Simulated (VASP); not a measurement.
OSZICAR of a VASP run on Hf (hcp):

File OSZICAR:
```
       N       E                     dE             d eps       ncg     rms          rms(c)
DAV:   1     0.475597499338E+02    0.47560E+02   -0.11703E+04  2360   0.134E+03
DAV:   2    -0.175858057205E+02   -0.65146E+02   -0.64006E+02  2862   0.264E+02
DAV:   3    -0.198698264735E+02   -0.22840E+01   -0.22175E+01  3228   0.312E+01
DAV:   4    -0.198964389106E+02   -0.26612E-01   -0.26575E-01  2676   0.413E+00
DAV:   5    -0.198969112730E+02   -0.47236E-03   -0.47231E-03  3366   0.445E-01    0.612E+01
DAV:   6    -0.193278077196E+02    0.56910E+00   -0.59752E-01  2544   0.586E+00    0.362E+01
DAV:   7    -0.191355998849E+02    0.19221E+00   -0.10133E+00  2590   0.727E+00    0.201E+00
DAV:   8    -0.191237120334E+02    0.11888E-01   -0.70147E-02  2652   0.196E+00    0.176E-01
DAV:   9    -0.191237823914E+02   -0.70358E-04   -0.13337E-03  3318   0.298E-01    0.206E-01
DAV:  10    -0.191237669230E+02    0.15468E-04   -0.83861E-05  2800   0.705E-02    0.307E-01
DAV:  11    -0.191237713850E+02   -0.44620E-05   -0.10863E-05  3078   0.296E-02    0.888E-03
DAV:  12    -0.191237716074E+02   -0.22244E-06   -0.61466E-07  3266   0.578E-03    0.841E-03
DAV:  13    -0.191237714609E+02    0.14648E-06   -0.17899E-08  2022   0.129E-03    0.457E-03
DAV:  14    -0.191237713461E+02    0.11485E-06   -0.51543E-09  1770   0.690E-04    0.502E-05
DAV:  15    -0.191237713480E+02   -0.19202E-08   -0.69372E-10  1758   0.214E-04
   1 F= -.19123771E+02 E0= -.19123678E+02  d E =-.191238E+02
       N       E                     dE             d eps       ncg     rms          rms(c)
DAV:   1    -0.191243367575E+02   -0.56541E-03   -0.29939E-02  2388   0.144E+00    0.158E-01
DAV:   2    -0.191240122673E+02    0.32449E-03   -0.46882E-04  3162   0.172E-01    0.654E-02
DAV:   3    -0.191239094491E+02    0.10282E-03   -0.12100E-04  3240   0.773E-02    0.566E-02
DAV:   4    -0.191238950056E+02    0.14443E-04   -0.38459E-05  3412   0.442E-02    0.267E-02
DAV:   5    -0.191238953581E+02   -0.35242E-06   -0.22160E-06  3060   0.113E-02    0.187E-03
DAV:   6    -0.191238953352E+02    0.22848E-07   -0.35504E-08  1728   0.153E-03
   2 F= -.19123895E+02 E0= -.19123816E+02  d E =-.123987E-03
```

### Question
Which electronic solver shows in the log?

### Answer
It is blocked Davidson (ALGO = Normal, or the opening steps of other solvers). The INCAR had ALGO = Normal.

### Question
Can the final energy be trusted as converged?

### Answer
Self-consistency was reached. It stopped with EDIFF = 1E-7, NELM = 100, NSW = 30 and EDIFFG = -0.01 after 2 ionic steps (revPBE GGA, plane waves, VASP's PBE PAW potentials (set 64)).

The compound is Hf in the hcp structure. This cell is one point of a volume scan, at 1.06 of the reference volume. Symmetry was kept, so distortions that lower it aren't found.
